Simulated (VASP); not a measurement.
Data:

```yaml
crystal:
  lattice:
    - [-2.67058, 2.67058, 2.67058]
    - [2.67058, -2.67058, 2.67058]
    - [2.67058, 2.67058, -2.67058]
  atoms:
    - { symbol: K, position: [0.00000, 0.00000, 0.00000] }
```

The numbers are results of PBE GGA, VASP's PBE PAW potentials (set 64) (plane waves; VASP), not measurements. Numerical set-up: 300 eV cut-off, 12×12×12 Γ-centred mesh, Gaussian smearing of 0.10 eV, potentials K_sv.

Problem. Give the energies of bands 5 to 7 at the high-symmetry points, in eV from the Fermi level.

Solution. 
```tsv
band	Γ	H	N	P
5	-2.10	1.70	0.46	1.47
6	4.27	1.70	0.68	1.47
7	4.27	3.40	3.16	1.47
```

It has no gap at this level: it comes out as a metal or semimetal.

The structure comes from a computed database's K entry; how it stands against other phases isn't given here. The cell was not relaxed at this level.
